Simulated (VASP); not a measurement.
Input:

```
Co3Si
1.0
    4.88764     0.00000     0.00000
   -2.44382     4.23282     0.00000
    0.00000     0.00000     3.90670
Co Si
6 2
Direct
  0.16655   0.33309   0.75000
  0.83345   0.66691   0.25000
  0.83345   0.16655   0.25000
  0.16655   0.83345   0.75000
  0.66691   0.83345   0.75000
  0.33309   0.16655   0.25000
  0.66667   0.33333   0.75000
  0.33333   0.66667   0.25000
```

Level of theory: r2SCAN meta-GGA, VASP's PBE PAW potentials (set 64) (plane waves; VASP). Numerical set-up: 400 eV cut-off, 8×8×9 Γ-centred mesh, tetrahedra with Blöchl corrections, potentials Co Si.

Q: Give the energies of bands 23 to 36 at the high-symmetry points, in eV from the Fermi level.

A: 
```json
[
 {"band": "23", "Γ": "-1.05", "M": "-1.24", "K": "-1.31", "A": "-1.29", "L": "-1.16", "H": "-1.27"},
 {"band": "24", "Γ": "-0.87", "M": "-1.10", "K": "-0.89", "A": "-1.29", "L": "-1.16", "H": "-1.27"},
 {"band": "25", "Γ": "-0.87", "M": "-0.88", "K": "-0.89", "A": "-0.92", "L": "-1.08", "H": "-1.00"},
 {"band": "26", "Γ": "-0.56", "M": "-0.82", "K": "-0.82", "A": "-0.92", "L": "-1.08", "H": "-1.00"},
 {"band": "27", "Γ": "-0.56", "M": "-0.82", "K": "-0.75", "A": "-0.45", "L": "-0.90", "H": "-0.58"},
 {"band": "28", "Γ": "-0.52", "M": "-0.68", "K": "-0.54", "A": "-0.45", "L": "-0.90", "H": "-0.58"},
 {"band": "29", "Γ": "-0.52", "M": "-0.61", "K": "-0.54", "A": "-0.45", "L": "-0.43", "H": "-0.51"},
 {"band": "30", "Γ": "-0.37", "M": "-0.44", "K": "-0.51", "A": "-0.45", "L": "-0.43", "H": "-0.51"},
 {"band": "31", "Γ": "0.47", "M": "-0.36", "K": "-0.10", "A": "-0.05", "L": "-0.03", "H": "-0.12"},
 {"band": "32", "Γ": "0.64", "M": "0.45", "K": "-0.10", "A": "-0.05", "L": "-0.03", "H": "-0.12"},
 {"band": "33", "Γ": "0.66", "M": "0.49", "K": "0.47", "A": "0.58", "L": "0.33", "H": "0.33"},
 {"band": "34", "Γ": "0.80", "M": "1.27", "K": "2.63", "A": "0.58", "L": "0.33", "H": "0.33"},
 {"band": "35", "Γ": "1.24", "M": "2.27", "K": "2.90", "A": "0.67", "L": "0.97", "H": "0.34"},
 {"band": "36", "Γ": "1.24", "M": "2.93", "K": "2.90", "A": "0.67", "L": "0.97", "H": "0.34"}
]
```

It has no gap at this level: it comes out as a metal or semimetal.

The structure comes from a computed database's Co3Si entry (P6_3/mmc); how it stands against other phases isn't given here. It was relaxed first, which changed the volume by -5 %. The run is not spin-polarised, so no magnetic state was tried.
